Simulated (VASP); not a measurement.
Input:

```yaml
crystal:
  lattice:
    - [1.57560, -2.72902, 0.00000]
    - [1.57560, 2.72902, 0.00000]
    - [0.00000, 0.00000, 12.29538]
  atoms:
    - { symbol: Mo, position: [0.33333, 0.66667, 0.25000] }
    - { symbol: Mo, position: [0.66667, 0.33333, 0.75000] }
    - { symbol: S, position: [0.33333, 0.66667, 0.87747] }
    - { symbol: S, position: [0.66667, 0.33333, 0.37747] }
    - { symbol: S, position: [0.66667, 0.33333, 0.12253] }
    - { symbol: S, position: [0.33333, 0.66667, 0.62253] }
```

Calculation: vdW-DF-cx, VASP's PBE PAW potentials (set 64) (plane waves; VASP). Numerical set-up: 520 eV cut-off, 9×9×2 Γ-centred mesh, tetrahedra with Blöchl corrections, potentials Mo_sv S.

The cores are frozen, which limits the accuracy of field gradients.

### Question
Give the principal components of the electric field gradient (V/Å²) and the asymmetry η at each nucleus.

### Answer

```json
[
 {"atom": "Mo1", "Vxx": "39.5", "Vyy": "39.5", "Vzz": "-79.0", "η": "0.00"},
 {"atom": "Mo2", "Vxx": "39.5", "Vyy": "39.5", "Vzz": "-79.0", "η": "0.00"},
 {"atom": "S3", "Vxx": "25.7", "Vyy": "25.7", "Vzz": "-51.5", "η": "0.00"},
 {"atom": "S4", "Vxx": "25.7", "Vyy": "25.7", "Vzz": "-51.5", "η": "0.00"},
 {"atom": "S5", "Vxx": "25.7", "Vyy": "25.7", "Vzz": "-51.5", "η": "0.00"},
 {"atom": "S6", "Vxx": "25.7", "Vyy": "25.7", "Vzz": "-51.5", "η": "0.00"}
]
```

The compound is MoS2 in the 2H layered structure. It was relaxed first.
